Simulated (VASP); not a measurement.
```xyz
8
Lattice="5.2634 0.0000 0.0000 0.0000 3.7115 0.0000 -1.2077 0.0000 9.2704" Properties=species:S:1:pos:R:3 pbc="T T T"
Zr     0.7116     2.7836     6.0424
Zr     3.3441     0.9279     3.2280
S      4.3891     2.7836     1.6308
S     -0.3334     0.9279     7.6396
S      0.7119     0.9279     4.1458
S      3.3438     2.7836     5.1246
S      1.7598     0.9279     7.6370
S      2.2959     2.7836     1.6334
```

The numbers are results of LDA (Ceperley-Alder, Perdew-Zunger), VASP's LDA PAW potentials (set 64) (plane waves; VASP), not measurements. Numerical set-up: 300 eV cut-off, 4×5×2 Γ-centred mesh, Gaussian smearing of 0.010 eV, potentials Zr_sv S.

The path is coarsely sampled, so an indirect gap can come out somewhat too large.

Question: Give the energies of bands 22 to 35 at the high-symmetry points, in eV from the valence-band maximum.

Answer: 
| band | Γ | Z | D | B | A | E | C2 | Y2 |
|---|---|---|---|---|---|---|---|---|
| 22 | -2.16 | -2.76 | -2.71 | -1.99 | -2.27 | -2.94 | -3.04 | -2.29 |
| 23 | -1.80 | -2.60 | -2.59 | -1.76 | -1.78 | -2.77 | -2.62 | -2.04 |
| 24 | -0.93 | -2.60 | -2.59 | -1.33 | -1.63 | -2.77 | -2.62 | -2.02 |
| 25 | -0.44 | -1.65 | -1.66 | -0.54 | -1.46 | -1.72 | -1.68 | -1.50 |
| 26 | -0.43 | -1.65 | -1.66 | -0.41 | -1.46 | -1.72 | -1.68 | -1.49 |
| 27 | -0.39 | -1.50 | -1.58 | -0.32 | -0.88 | -1.38 | -1.42 | -0.50 |
| 28 | -0.31 | -1.50 | -1.58 | -0.28 | -0.43 | -1.38 | -1.42 | -0.19 |
| 29 | -0.11 | -0.71 | -0.70 | -0.15 | -0.23 | -0.90 | -0.81 | -0.15 |
| 30 | -0.03 | -0.71 | -0.70 | -0.05 | -0.21 | -0.90 | -0.81 | -0.14 |
| 31 | 1.12 | 3.07 | 3.08 | 1.05 | 1.40 | 1.85 | 1.84 | 1.38 |
| 32 | 1.48 | 3.07 | 3.08 | 1.57 | 1.49 | 1.85 | 1.84 | 1.48 |
| 33 | 3.16 | 3.20 | 3.21 | 3.14 | 1.65 | 3.11 | 3.05 | 1.63 |
| 34 | 3.29 | 3.20 | 3.21 | 3.31 | 1.78 | 3.12 | 3.05 | 1.76 |
| 35 | 3.47 | 3.76 | 3.75 | 3.39 | 2.77 | 3.21 | 3.22 | 2.75 |

The gap is indirect, 1.05 eV, from the valence maximum at Y2-Γ at 0.60 to the conduction minimum at B.

The structure comes from a computed database's ZrS3 entry; how it stands against other phases isn't given here. The cell was not relaxed at this level.
